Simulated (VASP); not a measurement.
Input of a VASP 6.6.1 run:

Contents of INCAR:

```
SYSTEM = MoS2
ALGO = Normal
EDIFF = 1E-6
EDIFFG = -0.01
ENCUT = 600
GGA = PE
IBRION = 2
ISIF = 3
ISMEAR = 0
IVDW = 12
KPAR = 2
LASPH = .True.
LCHARG = .False.
LREAL = .False.
LWAVE = .False.
NELM = 80
NSW = 90
PREC = Accurate
SIGMA = 0.03
```

Contents of KPOINTS:

```
k-points
0
Gamma
  12 12 3
  0 0 0
```

Contents of POSCAR:

```
MoS2
1.0
    3.1690000000      0.0000000000      0.0000000000
   -1.5845000000      2.7444345046      0.0000000000
    0.0000000000      0.0000000000     12.3240000000
Mo S
2 4
Direct
    0.3333333333      0.6666666667      0.2500000000
    0.6666666667      0.3333333333      0.7500000000
    0.3333333333      0.6666666667      0.6230000000
    0.6666666667      0.3333333333      0.1230000000
    0.3333333333      0.6666666667      0.8770000000
    0.6666666667      0.3333333333      0.3770000000
```

Potentials or basis: VASP PAW PBE potentials, release 64 (Mo_sv, S).

The run is started by

```sh
$ cat potpaw_PBE.64/Mo_sv/POTCAR potpaw_PBE.64/S/POTCAR > POTCAR
$ mpirun -np 2 vasp_std > vasp.out
```

(1) What does it give for the relaxed volume?

(2) Estimate the space group after relaxing (to 0.05 Å).

## Answers

(1) 17.30 Å³/atom.

(2) P6_3/mmc (No. 194).
